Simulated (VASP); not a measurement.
Input:

```yaml
crystal:
  lattice:
    - [3.91611, 1.94738, 1.94738]
    - [1.94738, 3.91611, 1.94738]
    - [1.94738, 1.94738, 3.91611]
  atoms:
    - { symbol: Ni, position: [0.00000, 0.00000, 0.00000], spin: 1.3 }
    - { symbol: Ni, position: [0.50000, 0.50000, 0.50000], spin: -1.3 }
    - { symbol: O, position: [0.25000, 0.25000, 0.25000] }
    - { symbol: O, position: [0.75000, 0.75000, 0.75000] }
```

Level of theory: PBEsol GGA, VASP's PBE PAW potentials (set 64) (plane waves; VASP). Run with 620 eV cut-off, 9×9×9 Γ-centred mesh, Gaussian smearing of 0.050 eV, potentials Ni O.

What does the run give for the cell moment, energy per atom (σ→0), pressure?

```
Property                        Value
---------------------  --------------
cell moment                   0.00 μB
energy per atom (σ→0)  -6.182 eV/atom
pressure                    44.66 GPa
```

Give the moment on each site (PAW-sphere projection).

```tsv
site	moment (μB)
Ni1	1.15
Ni2	-1.15
O3	0.00
O4	0.00
```

The compound is NiO in the rock salt, AFM-II order structure. It was relaxed first under an external pressure of 45 GPa.
